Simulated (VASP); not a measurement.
SrO (rock salt), at 0.96 of the tabulated volume:

```yaml
crystal:
  lattice:
    - [0.00000, 2.54513, 2.54513]
    - [2.54513, 0.00000, 2.54513]
    - [2.54513, 2.54513, 0.00000]
  atoms:
    - { symbol: Sr, position: [0.00000, 0.00000, 0.00000] }
    - { symbol: O, position: [0.50000, 0.50000, 0.50000] }
```

The lowest empty band near X, direction across the valley's axis, from PBE with spin-orbit coupling in VASP (PAW); its two spin partners are averaged. The gap over the points computed is 3.22 eV, and the next band on that side lies 4.79 eV away at the edge.

Run with 520 eV cut-off, 10×10×10 Γ-centred mesh, Gaussian smearing of 0.050 eV, potentials Sr_sv O.

| distance from the edge in k (1/Å) | distance in energy (meV) |
|---|---|
| 0.018 | 3.2 |
| 0.025 | 6.2 |
| 0.035 | 12.1 |
| 0.050 | 24.6 |
| 0.070 | 48.1 |

Q: Fit E(1 + αE) = ħ²k²/2m* (ħ²/2m0 = 3.810 eV Å²) and predict the row at 0.095 1/Å.

A: The rows don't resolve α, so a parabola serves: the electron mass is m* = 0.388 m0, and so 88.7 meV. The run gave 88.2 meV, -0.5 meV from the fit.

Left out are points under 3 meV from the edge, since the levels carry 0.1 meV, and points farther than half the way to the next band.

The compound is SrO in the rock salt structure. The cell was not relaxed at this level.
